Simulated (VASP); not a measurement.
Here is the system:

```xyz
2
Lattice="0.0000 2.0150 2.0150 2.0150 0.0000 2.0150 2.0150 2.0150 0.0000" Properties=species:S:1:pos:R:3 pbc="T T T"
Li     0.0000     0.0000     0.0000
F      2.0150     2.0150     2.0150
```
Cell charge +0.1.

All values below come from PBE GGA, VASP's PBE PAW potentials (set 64) (plane waves; VASP). Run with NELECT = 9.9, 520 eV cut-off, 10×10×10 Γ-centred mesh, Gaussian smearing of 0.050 eV, potentials Li_sv F.

The cell is charged, with a uniform compensating background.

### Question
Predict the energy per atom (σ→0), pressure, band gap (on the k-mesh) with the smallest direct gap where there is one.

### Answer

```yaml
band gap (on the k-mesh): none (metal, semimetal or under 0.01 eV)
energy per atom (σ→0): -4.760 eV/atom
pressure: -4.31 GPa
```

The compound is LiF in the rock salt structure. The cell was not relaxed at this level. The run is one of a series of settings (NELECT = 9.9 against the base run), some of them coarse on purpose.
